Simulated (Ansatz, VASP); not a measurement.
Two plane-wave programs on CsSi2

POSCAR

```
CsSi2
1.0
    6.3715700000      0.0000000000      0.0000000000
   -3.1857800000      5.5179400000      0.0000000000
    0.0000000000      0.0000000000      4.4786600000
Cs Si
1 2
Direct
    0.0000000000      0.0000000000      0.0000000000
    0.6666700000      0.3333300000      0.2503900000
    0.6666700000      0.3333300000      0.7496100000
```

INCAR.step1

```
PREC = Accurate
ENCUT = 520
EDIFF = 1E-5
ISMEAR = -1
SIGMA = 0.05
LREAL = False
LASPH = True
NELM = 100
ALGO = Normal
ISIF = 2
LWAVE = True
GGA = PE
```

The input INCAR.step2:

```
PREC = Accurate
ENCUT = 520
EDIFF = 1E-7
ISMEAR = -1
SIGMA = 0.05
LREAL = False
LASPH = True
NELM = 100
ALGO = Normal
ISIF = 2
LWAVE = False
LCHARG = False
GGA = PE
LHFCALC = True
HFSCREEN = 0.2
AEXX = 0.5
PRECFOCK = Fast
ISTART = 1
```

KPOINTS

```
Automatic mesh
0
Gamma
  3 3 3
```

File input.yaml:

```yaml
crystal:
  lattice:
    - [6.37157, 0.0, 0.0]
    - [-3.18578, 5.51794, 0.0]
    - [0.0, 0.0, 4.47866]
  atoms:
    - { symbol: Cs, position: [0.0, 0.0, 0.0] }
    - { symbol: Si, position: [0.66667, 0.33333, 0.25039] }
    - { symbol: Si, position: [0.66667, 0.33333, 0.74961] }
hamiltonian:
  xc: { exchange: pbe, correlation: pbe, exx: { coeff: 0.5, omega: 0.2 } }
  pseudopotentials: { kind: paw }
kpoints:
  mp_grid: { grid: [3, 3, 3] }
scf:
  occupations: { method: fermi_dirac, width: 0.05 }
output:
  forces: true
  stress: true
  eigenvalues: true
```

The cell was built by a generator and needn't be a form met in nature.

Alike in both runs: task single point; functional HSE(alpha, omega); k mesh 3 × 3 × 3; occupations fermi-dirac, width 0.05 eV; no spin polarisation.

|  | VASP | Ansatz |
| --- | --- | --- |
| version | VASP 6.6.1 | Ansatz 0.2.0 |
| potentials or method | VASP PAW PBE potentials, release 64 (Cs_sv, Si) | Ansatz PAW |
| plane-wave cutoff (eV) | 520 | 420 |
| valence electrons in the cell | 17 | 17 |

Ansatz gave:

```
gap on the k mesh at the Fermi level (eV)       : none
pressure (GPa)                                  : -0.1
largest component of the traceless stress (GPa) : 0.22
rms of the force components (eV/Å)              : 0.022
```

Question: What did VASP give for the same quantities?

Answer: gap on the k mesh at the Fermi level (eV): none; pressure (GPa): -0.2; largest component of the traceless stress (GPa): 0.42; rms of the force components (eV/Å): 0.023.

Atom by atom the forces differ by 0.000 eV/Å (rms over components). A gap of «none» marks a metal or a gap that the smearing closes.

Caveats: the k mesh is coarse (spacing up to 0.47 Å⁻¹), so the values aren't converged, least of all with exact exchange; the PAW data sets were made with another functional, which shifts forces and pressure a little (VASP); the PAW data sets come from PBE, with cores solved anew for the run's functional, which leaves a small shift of forces and pressure (Ansatz); the thresholds are loose for stress (Ansatz). Spin-orbit coupling is left out, which matters for the levels of Cs.
